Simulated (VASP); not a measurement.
Consider the following.

```yaml
crystal:
  lattice:
    - [0.00000, 2.58464, 2.58464]
    - [2.58464, 0.00000, 2.58464]
    - [2.58464, 2.58464, 0.00000]
  atoms:
    - { symbol: Sr, position: [0.00000, 0.00000, 0.00000] }
    - { symbol: O, position: [0.50000, 0.50000, 0.50000] }
```

The numbers are results of r2SCAN meta-GGA with spin-orbit coupling, VASP's PBE PAW potentials (set 64) (plane waves; VASP), not measurements. Numerical set-up: 520 eV cut-off, 8×8×8 Γ-centred mesh, Gaussian smearing of 0.050 eV, potentials Sr_sv O.

Predict the energy per atom (σ→0), band gap (over mesh and band path) with the smallest direct gap where there is one.

| Property | Result |
|---|---|
| band gap (over mesh and band path) | 3.73 eV |
| smallest direct gap (over mesh and band path) | 3.81 eV |
| energy per atom (σ→0) | -13569 meV/atom |

Only differences to runs with the same potentials and settings are physical.

The compound is SrO in the rock salt structure. It was relaxed first.
